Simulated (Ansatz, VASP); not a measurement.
## InAs: VASP beside Ansatz

One calculation is typed for both programs; each brings its own data sets. How far apart do they land? The cell is taken from a series of runs on this material, whose earlier steps may have relaxed, scaled, displaced or heated it; both programs get it as it stands.

Calculated with Ansatz 0.2.0; plane waves, with VASP 6.6.1 beside it; single point at PBE, spin-orbit coupling and single point at LDA, spin-orbit coupling.

**1. The starting structure**

The structure is cubic, space group F-43m (No. 216). The conventional cell has a = 6.186 Å, b = 6.186 Å, c = 6.186 Å, α = 90.00°, β = 90.00°, γ = 90.00°. Nearest to In lie 4 As at 2.68 Å. Nearest to As lie 4 In at 2.68 Å. Farther neighbours are not listed.

As a file:

```
In As
1.0
     0.00000    3.09314    3.09314
     3.09314    0.00000    3.09314
     3.09314    3.09314    0.00000
In As
1 1
Direct
  0.00000 0.00000 0.00000
  0.25000 0.25000 0.25000
```

**2. VASP: single point, PBE, spin-orbit coupling**

A single point gives forces, pressure and levels at one fixed geometry, so differences don't come from the geometry; what else differs is listed under the comparison.

Lines of VASP's logs that name or quote its potential files are left out, and so is its time.

INCAR reads:

```
SYSTEM = InAs
PREC = Accurate
ENCUT = 500
EDIFF = 1E-06
NELM = 200
ISMEAR = -1
SIGMA = 0.05
LREAL = .FALSE.
ALGO = Normal
GGA = PE
LNONCOLLINEAR = .TRUE.
MAGMOM = 0 0 0 0 0 0
NBANDS = 30
GGA_COMPAT = .FALSE.
LASPH = .TRUE.
LSORBIT = .TRUE.
LORBIT = 11
LWAVE = .FALSE.
LCHARG = .FALSE.
ISIF = 2
KPAR = 2
```

POSCAR reads:

```
InAs
1.0
    0.0000000000      3.0931441679      3.0931441679
    3.0931441679      0.0000000000      3.0931441679
    3.0931441679      3.0931441679      0.0000000000
In As
1 1
Direct
    0.0000000000      0.0000000000      0.0000000000
    0.2500000000      0.2500000000      0.2500000000
```

KPOINTS reads:

```
Automatic mesh
0
Gamma
12 12 12
0 0 0
```

Potentials, in the order of the species: In_d and As (PBE family, release 64).

Command:

```console
> mpirun -np 2 vasp_ncl
```

Numbers of over 12 decimals in the logs are rounded to 6 here.

The program printed:

```text
[banner, memory and clock lines left out]
running    2 mpi-ranks, on    1 nodes
 distrk:  each k-point on    1 cores,    2 groups
 distr:  one band on    1 cores,    1 groups

 POSCAR found type information on POSCAR InAs
 POSCAR found :  2 types and       2 ions
 LDA part: xc-table for (Slater+PW92), standard interpolation
 POSCAR, INCAR and KPOINTS ok, starting setup
 FFT: planning ... GRIDC
 FFT: planning ... GRID_SOFT
 FFT: planning ... GRID
 WAVECAR not read
 entering main loop
       N       E                     dE             d eps       ncg     rms          rms(c)
DAV:   1     0.152346225471E+03    0.15235E+03   -0.76589E+03  6966   0.125E+03
DAV:   2     0.862499603656E+01   -0.14372E+03   -0.13719E+03  7002   0.344E+02
DAV:   3    -0.730922561641E+01   -0.15934E+02   -0.15681E+02  8620   0.123E+02
DAV:   4    -0.798790459069E+01   -0.67868E+00   -0.67716E+00  8258   0.261E+01
DAV:   5    -0.802235972431E+01   -0.34455E-01   -0.34451E-01 10612   0.553E+00    0.413E+00
DAV:   6    -0.778271439420E+01    0.23965E+00   -0.31325E-01 10016   0.104E+01    0.224E+00
DAV:   7    -0.776703717331E+01    0.15677E-01   -0.15841E-01 10640   0.297E+00    0.803E-01
DAV:   8    -0.776736940252E+01   -0.33223E-03   -0.10989E-02 10284   0.138E+00    0.525E-01
DAV:   9    -0.776820673375E+01   -0.83733E-03   -0.16946E-03  8912   0.296E-01    0.119E-01
DAV:  10    -0.776840161774E+01   -0.19488E-03   -0.60554E-04  9714   0.462E-01    0.698E-02
DAV:  11    -0.776851384244E+01   -0.11222E-03   -0.17241E-04  7774   0.150E-01    0.118E-02
DAV:  12    -0.776852270469E+01   -0.88622E-05   -0.26158E-05  8800   0.370E-02    0.103E-02
DAV:  13    -0.776852247597E+01    0.22871E-06   -0.12886E-06  8168   0.942E-03
   1 F= -.77685225E+01 E0= -.77684199E+01  d E =-.205197E-03  mag=    -0.0000    -0.0000    -0.0000
```

Parts of OUTCAR (step 2):

```text
ion  position               nearest neighbor table
   1  0.000  0.000  0.000-   2 2.68   2 2.68   2 2.68   2 2.68
   2  0.250  0.250  0.250-   1 2.68   1 2.68   1 2.68   1 2.68

  LATTYP: Found a face centered cubic cell.
 ALAT       =     6.1862883358

 Subroutine GETGRP returns: Found 24 space group operations
 (whereof 24 operations were pure point group operations)

The static configuration has the point symmetry T_d .

 Found    116 irreducible k-points:

   k-points           NKPTS =    116   k-points in BZ     NKDIM =    116   number of bands    NBANDS=     30

   dimension x,y,z NGX =    32 NGY =   32 NGZ =   32
   dimension x,y,z NGXF=    64 NGYF=   64 NGZF=   64

   ENCUT  =  500.0 eV  36.75 Ry    6.06 a.u.   7.98  7.98  7.98*2*pi/ulx,y,z

   NELECT =      18.0000    total number of electrons

 k-points in reciprocal lattice and weights: Automatic mesh
   0.00000000  0.00000000  0.00000000       0.001
   0.08333333  0.00000000  0.00000000       0.002
  -0.08333333  0.00000000  0.00000000       0.002
   0.16666667  0.00000000  0.00000000       0.002
  -0.16666667  0.00000000  0.00000000       0.002
   0.25000000  0.00000000  0.00000000       0.002
  -0.25000000  0.00000000  0.00000000       0.002
   0.33333333  0.00000000  0.00000000       0.002
  -0.33333333  0.00000000  0.00000000       0.002
[...]
-0.33333333  0.50000000  0.16666667       0.007
  -0.25000000  0.50000000  0.25000000       0.003

 average (electrostatic) potential at core
       1 -97.1475       2 -50.2097

 E-fermi :   4.0125

 k-point     1 :       0.0000    0.0000    0.0000
  band No.  band energies     occupation
    ...
     16       3.6161      0.99964
     17       3.9499      0.77789
     18       3.9499      0.77789
     19       3.9499      0.77789
     20       3.9499      0.77789
     21       7.4152      0.00000
     22       7.4152      0.00000
     23       7.8585      0.00000
     24       7.8585      0.00000
     25       7.8585      0.00000
    ...

 k-point     2 :       0.0833    0.0000    0.0000
  band No.  band energies     occupation
    ...
     14       2.4528      1.00000
     15       3.6355      0.99947
     16       3.6355      0.99947
     17       3.8664      0.94891
     18       3.8725      0.94267
     19       4.4785      0.00009
     20       4.4785      0.00009
     21       7.5269      0.00000
     22       7.5269      0.00000
     23       7.8845      0.00000
    ...

 k-point     3 :      -0.0833    0.0000    0.0000
  band No.  band energies     occupation
    ...
     14       2.4528      1.00000
     15       3.6355      0.99947
     16       3.6355      0.99947
     17       3.8664      0.94891
     18       3.8725      0.94267
     19       4.4785      0.00009
     20       4.4785      0.00009
     21       7.5269      0.00000
     22       7.5269      0.00000
     23       7.8845      0.00000
    ...

  Total        0.0105992      0.0105992      0.0105992      0.0000000     -0.0000000      0.0000000
  in kB        0.2869150      0.2869150      0.2869150      0.0000000     -0.0000000      0.0000000
  external PRESSURE =       0.2869150 kB  Pullay stress =       0.0000000 kB

  energy-cutoff  :      500.00
  volume of cell :       59.19
      direct lattice vectors                 reciprocal lattice vectors
     0.000000000  3.093144168  3.093144168    -0.161647816  0.161647816  0.161647816
     3.093144168  0.000000000  3.093144168     0.161647816 -0.161647816  0.161647816
     3.093144168  3.093144168  0.000000000     0.161647816  0.161647816 -0.161647816

 POSITION                                       TOTAL-FORCE (eV/Angst)
 -----------------------------------------------------------------------------------
      0.00000      0.00000      0.00000        -0.000000     -0.000000     -0.000000
      1.54657      1.54657      1.54657         0.000000      0.000000      0.000000
 -----------------------------------------------------------------------------------
    total drift:                                0.000000      0.000000      0.000000

  FREE ENERGIE OF THE ION-ELECTRON SYSTEM (eV)
  ---------------------------------------------------
  free  energy   TOTEN  =        -7.7685224760 eV

  energy  without entropy=       -7.7683172794  energy(sigma->0) =       -7.76841988

 Spin-Orbit-Coupling matrix elements
 Ion:    1  E_soc:     -0.0711067
 Ion:    2  E_soc:     -0.0268985

 total charge
# of ion       s       p       d       tot
------------------------------------------
    1        0.850   0.671   9.880  11.401
    2        1.226   1.526   0.019   2.771
--------------------------------------------------
tot          2.076   2.197   9.899  14.172

 magnetization (x)
# of ion       s       p       d       tot
------------------------------------------
    1       -0.000   0.000   0.000   0.000
    2       -0.000   0.000   0.000   0.000
--------------------------------------------------
tot         -0.000   0.000   0.000   0.000

 magnetization (y)
# of ion       s       p       d       tot
------------------------------------------
    1        0.000   0.000   0.000   0.000
    2       -0.000   0.000  -0.000   0.000
--------------------------------------------------
tot          0.000   0.000   0.000   0.000

 magnetization (z)
# of ion       s       p       d       tot
------------------------------------------
    1       -0.000   0.000   0.000   0.000
    2       -0.000  -0.000   0.000  -0.000
--------------------------------------------------
tot         -0.000  -0.000   0.000  -0.000

[... 3 further parts left out ...]
```

The run ends at a pressure of 0.03 GPa.

**3. Ansatz: single point, PBE, spin-orbit coupling**

Ansatz runs on its fully relativistic PAW (standard-fr) files.

The same cell, functional, mesh and smearing now go to Ansatz, which takes its cutoff from its data sets.

input.yaml reads:

```yaml
crystal:
  lattice:
    - [0.0, 3.0931441679, 3.0931441679]
    - [3.0931441679, 0.0, 3.0931441679]
    - [3.0931441679, 3.0931441679, 0.0]
  atoms:
    - { symbol: In, position: [0.0, 0.0, 0.0] }
    - { symbol: As, position: [0.25, 0.25, 0.25] }
kpoints:
  mp_grid: { grid: [12, 12, 12] }
  band_path:
    path:
      - [[0.0, 0.0, 0.0], [-0.5, -0.5, 0.0], [-0.375, -0.375, 0.25]]
      - [[-0.375, 0.0, 0.375], [0.0, 0.0, 0.0], [0.0, 0.0, 0.5]]
    npoints: 6
scf:
  occupations: { method: fermi_dirac, width: 0.05 }
  n_extra_bands: 12
hamiltonian:
  xc: pbe
  pseudopotentials: { kind: paw_fr }
output:
  forces: true
  stress: true
  fatbands: true
magnetization:
  noncollinear: true
  spin_orbit: true
```

Command:

```console
> ansatz run input.yaml --threads 4 --pin off --max-ram 8192MiB --backend cpu --events-out ev --progress --plain --runs-dir out
```

The program printed:

```text
scf.n_extra_bands = 12 over 28 filled bands (N_el = 28.0): the run solves 40 bands
Engine: ansatz 0.2.0, aarch64-unknown-linux-gnu
Pseudopotentials: kind: paw_fr
Pseudopotential: In, paw_fr, valence charge 13, recommended cutoff 420 eV (normal), In.paw.azcp#standard-fr
Pseudopotential: As, paw_fr, valence charge 15, recommended cutoff 420 eV (normal), As.paw.azcp#standard-fr
Functional definition: PBE
  parameter kappa = 0.804
  parameter beta = 0.066725
  exchange = pbe_x(kappa = kappa, mu = beta*pi^2/3)
  correlation = pbe_c(beta = beta)
non-collinear run that drives no moment, with spin-orbit: no starting moment large enough to seed its density (crystal.atoms[].spin), no starting occupations that ask for one, no magnetisation constraint and no magnetic field, so the semilocal B_xc is pinned to zero
Crystal: 2 atoms, lattice volume = 59.188 Å³
Basis set: ecut = 420 eV, 1139 PW (Γ), exchange–correlation on 60×60×60 points (8 copies of the dense FFT grid, shifted against one another)
Bands: 40, of which v1, the nominal top of the filled ones, is band 28 counted from 1 (27 counted from 0)
Symmetry: 24 space group operations + 24 with time reversal
Magnetic group: BNS 216.75 (UNI 1577), of the structure as read, at distance tolerance 3.9e-5 Å
k-points: 72 of 1728 (time reversal used)
Projection manifold: j_resolved (fully-relativistic pseudo-atomic orbitals)
Non-local potential: In, projectors of the file, l = 0: 2, l = 1: 4, l = 2: 4, l = 3: 4
Non-local potential: As, projectors of the file, l = 0: 2, l = 1: 4, l = 2: 6, l = 3: 2
PAW form: soft (Blöchl's): semilocal exchange-correlation on the pseudo side does not see the compensation charge
PAW one-centre angular grid: In, 590 points (default); XC on 64 Gauss nodes
PAW one-centre angular grid: As, 590 points (default); XC on 64 Gauss nodes
Initial density: superposition of atomic densities (chi_scale 0.1, normalization cell, long waves kept (reshape's long-wave potential 0.00 eV rms))
Initial wavefunctions: pseudopotential atomic-orbital guess
Functional: x = pbe(κ = 0.804, μ = 0.219515), c = pbe(β = 0.066725)
SCF iter   1: F=—  HF=-10456.570055 eV  |F-HF|=—  |Δ(HF+E_count)|=         —  Δρ=2.78e-2  dr2=3.52e-1  dr2_m=0.00e0 (ungated)  ethr=3.10e-3  |M|=0.00e0 ∫|m|=0.00e0 μB  |m|>n=0.0e0 m-floor=0.0e0 τ_xc=0.0e0  β_m=0.30  ⟨swp⟩=7.8  Hψ=14298  notcnv=0  defer=62
preconditioner: auto → none  [insulator: Δε(μ)=0.552 eV  Ē_g=16.033 eV  σ=0.050 eV  W_gap=0.78  n_scr=14 (ndim 8)  ℏωp=20.5 eV  f_vac=0.021  D(μ)=0.02/eV (n_scr^D=0)  ε∞_Penn≈2.6]
SCF iter   2: F=—  HF=-10456.536826 eV  |F-HF|=—  |Δ(HF+E_count)|=   3.32e-2  Δρ=1.83e-2  dr2=1.52e-1  dr2_m=0.00e0 (ungated)  ethr=1.26e-3  |M|=0.00e0 ∫|m|=0.00e0 μB  |m|>n=0.0e0 m-floor=0.0e0 τ_xc=0.0e0  β_m=0.59  ⟨swp⟩=1.0  Hψ=3459  notcnv=0  defer=179
SCF iter   3: F=—  HF=-10456.520333 eV  |F-HF|=—  |Δ(HF+E_count)|=   1.65e-2  Δρ=2.68e-3  dr2=2.63e-3  dr2_m=0.00e0 (ungated)  ethr=5.43e-4  |M|=0.00e0 ∫|m|=0.00e0 μB  |m|>n=0.0e0 m-floor=0.0e0 τ_xc=0.0e0  β_m=0.56  ⟨swp⟩=3.0  Hψ=4938  notcnv=0  defer=405
SCF iter   4: F=—  HF=-10456.519607 eV  |F-HF|=—  |Δ(HF+E_count)|=   7.26e-4  Δρ=5.76e-4  dr2=9.58e-5  dr2_m=0.00e0 (ungated)  ethr=9.38e-6  |M|=0.00e0 ∫|m|=0.00e0 μB  |m|>n=0.0e0 m-floor=0.0e0 τ_xc=0.0e0  β_m=0.58  ⟨swp⟩=2.3  Hψ=4338  notcnv=0  defer=406
SCF iter   5: F=—  HF=-10456.519656 eV  |F-HF|=—  |Δ(HF+E_count)|=   4.85e-5  Δρ=2.50e-4  dr2=1.80e-5  dr2_m=0.00e0 (ungated)  ethr=3.42e-7  |M|=0.00e0 ∫|m|=0.00e0 μB  |m|>n=0.0e0 m-floor=0.0e0 τ_xc=0.0e0  β_m=0.68  ⟨swp⟩=2.5  Hψ=4413  notcnv=0  defer=406
SCF iter   6: F=—  HF=-10456.519668 eV  |F-HF|=—  |Δ(HF+E_count)|=   1.18e-5  Δρ=5.46e-5  dr2=3.08e-6  dr2_m=0.00e0 (ungated)  ethr=6.43e-8  |M|=0.00e0 ∫|m|=0.00e0 μB  |m|>n=0.0e0 m-floor=0.0e0 τ_xc=0.0e0  β_m=0.62  ⟨swp⟩=2.0  Hψ=4413  notcnv=0  defer=406
SCF iter   7: F=-10456.519667 eV  HF=-10456.519667 eV  |F-HF|=6.05e-8  |Δ(HF+E_count)|=   9.79e-7  Δρ=1.04e-5  dr2=5.77e-8  dr2_m=0.00e0 (ungated)  ethr=3.57e-10  |M|=0.00e0 ∫|m|=0.00e0 μB  |m|>n=0.0e0 m-floor=0.0e0 τ_xc=0.0e0  ⟨swp⟩=8.8  Hψ=15266  notcnv=0
SCF 1 converged in 7 iterations: F = -10456.519667 eV  dr2 = 5.77e-8
  greatest PAW one-centre occupation: 0.999 electrons in one spin orbital (limit 2), on the As atom at site 1 (counted from 0), in its partial waves of l = 2
NSCF: frozen V_eff on 26 k-points
SCF converged after 7 iterations
Magnetization: |M| = 0.0000 μB,  M = (+0.0000, +0.0000, +0.0000) μB
Absolute magnetization: 0.0000 μB (∫|m|)
  site 0: m = (+0.0000, +0.0000, +0.0000) μB, |m| = 0.0000 μB  (R = 1.10 Å)
  site 1: m = (+0.0000, +0.0000, +0.0000) μB, |m| = 0.0000 μB  (R = 1.10 Å)
Free energy (F): -10456.519667 eV
Harris-Foulkes:  -10456.519667 eV  (|F-HF|=6.05e-8)
Internal energy: -10456.519462 eV  (E = F + TS)
E sigma→0 (E₀):  -10456.519564 eV
Entropy (-TS):   -0.000205 eV (-0.102 meV/atom)
Fermi energy:    7.136847 eV
--- Per-component energies (eV) ---
  E_band       = -332.891820
  E_kinetic    = 345.381732
  E_local      = -3365.808458  (includes V_loc(G=0)·N_el)
  E_nonlocal   = -303.031346
  E_hartree    = 1620.411328
  E_xc         = -293.955407
  E_vxc        = -177.744995  (∫ρ·V_xc dr)
  E_paw        = -5993.127735  (= ΣΔE_a)
  E_vpaw       = -72.507198  (= ΣTr[D̂ρ^β])
  E_aug_tail   = 0.000035  (compensation charges beyond the density's cutoff)
  E_ewald      = -2466.389612
  E_smearing   = -0.000205  (= −TS)
  E_closure    = -0.000000  (closes the sum)
  Σ components = -10456.519667   (vs F -10456.519667, Δ=0.00e0)
--- Forces (eV/Å), atoms counted from 1 ---
  atom   1  In     0.00000000    -0.00000000    -0.00000000
  atom   2  As    -0.00000000    -0.00000000    -0.00000000
  max |Σ_I F_I| component: 2.04e-16 eV/Å
--- Stress (GPa, compression-positive) ---
       -0.038800       0.000000      -0.000000
       -0.000000      -0.038800       0.000000
       -0.000000       0.000000      -0.038800
  P = ⅓ Tr σ = -0.0388 GPa (-0.388 kbar)
--- Band table (eV; the first three rows and the last of 72) ---
  k-point 0: bands = [... 24 lower, 6.7344, 6.7344, 7.0743, 7.0743, 7.0743, 7.0743, 10.5345, 10.5345, ... 8 higher]
  k-point 1: bands = [... 24 lower, 6.7556, 6.7556, 6.9910, 6.9970, 7.6017, 7.6017, 10.6470, 10.6470, ... 8 higher]
  k-point 2: bands = [... 24 lower, 6.5617, 6.5617, 6.7923, 6.8020, 8.0104, 8.0104, 11.0091, 11.0091, ... 8 higher]
  k-point 71: bands = [... 24 lower, 4.2366, 4.3188, 4.3378, 4.4414, 10.7948, 10.9610, 11.2320, 11.2518, ... 8 higher]
```

Reading the cycles: dr2 is the Hartree energy of the density residual (eV), the measure of convergence; HF is the Harris–Foulkes estimate of the energy, which meets the free energy F at convergence.

**4. Comparison**

Known differences besides the potentials themselves: spin-orbit coupling enters by fully relativistic files in Ansatz and inside the spheres in VASP; the data sets hold 28 valence electrons in Ansatz (on its fully relativistic PAW (standard-fr) files) and 18 in VASP; the cutoff is 420 eV in Ansatz and 500 eV in VASP. Total energies have different zeros and are not compared.

Both answers:

```
      quantity  Ansatz  VASP  difference
pressure (GPa)   -0.04  0.03       -0.07
```

**5. Ansatz: single point, LDA, spin-orbit coupling, pair 2**

With cell and atoms fixed, the geometry can't cause a difference; cores, projectors, grids and the points listed under the comparison can. The cell compared in this pair holds 54.70 Å³, against 59.19 Å³ for the pair before.

The cell is taken from a series of runs on this material, whose earlier steps may have relaxed, scaled, displaced or heated it; both programs get it as it stands.

input.yaml, the sections that differ from step 3:

```yaml
crystal:
  lattice:
    - [0.0, 3.0129613182, 3.0129613182]
    - [3.0129613182, 0.0, 3.0129613182]
    - [3.0129613182, 3.0129613182, 0.0]
  atoms:
    - { symbol: In, position: [0.0, 0.0, 0.0] }
    - { symbol: As, position: [0.25, 0.25, 0.25] }
kpoints:
  mp_grid: { grid: [14, 14, 14] }
  band_path:
    path:
      - [[0.0, 0.0, 0.0], [-0.5, -0.5, 0.0], [-0.375, -0.375, 0.25]]
      - [[-0.375, 0.0, 0.375], [0.0, 0.0, 0.0], [0.0, 0.0, 0.5]]
    npoints: 6
hamiltonian:
  xc: lda
  pseudopotentials: { kind: paw_fr }
# scf, output, magnetization: as in step 3
```

The program printed:

```text
[...]
Crystal: 2 atoms, lattice volume = 54.703 Å³
Basis set: ecut = 420 eV, 1067 PW (Γ)
Bands: 40, of which v1, the nominal top of the filled ones, is band 28 counted from 1 (27 counted from 0)
Symmetry: 24 space group operations + 24 with time reversal
[...]
k-points: 104 of 2744 (time reversal used)
[...]
k-point 1: bands = [... 24 lower, 7.4670, 7.4670, 7.7177, 7.7243, 8.3097, 8.3097, 11.2777, 11.2777, ... 8 higher]
  k-point 2: bands = [... 24 lower, 7.2905, 7.2905, 7.5374, 7.5483, 8.7352, 8.7352, 11.5857, 11.5857, ... 8 higher]
  k-point 103: bands = [... 24 lower, 4.6226, 4.6740, 4.7232, 4.8092, 11.4058, 11.4887, 11.5681, 11.6982, ... 8 higher]
[key lines of the parts left out:]
SCF converged after 7 iterations
Magnetization: |M| = 0.0000 μB,  M = (+0.0000, +0.0000, +0.0000) μB
Free energy (F): -10233.210340 eV
Fermi energy:    7.861275 eV
P = ⅓ Tr σ = -0.0562 GPa (-0.562 kbar)
```

(Part 1 of 2 ends here.)

[Lines on the potential files, build, host, timing and source positions are cut from VASP's logs without a mark.]

[Logs are printed without paths, hosts, clocks, repeated set-up lines and the standing remarks that a program may print on its own settings, such as how far it seeks lower states.]

[Hosts, paths, dates, database ids (printed as entryN), source tags and the programs' standing remarks are cut or masked in the printed files.]
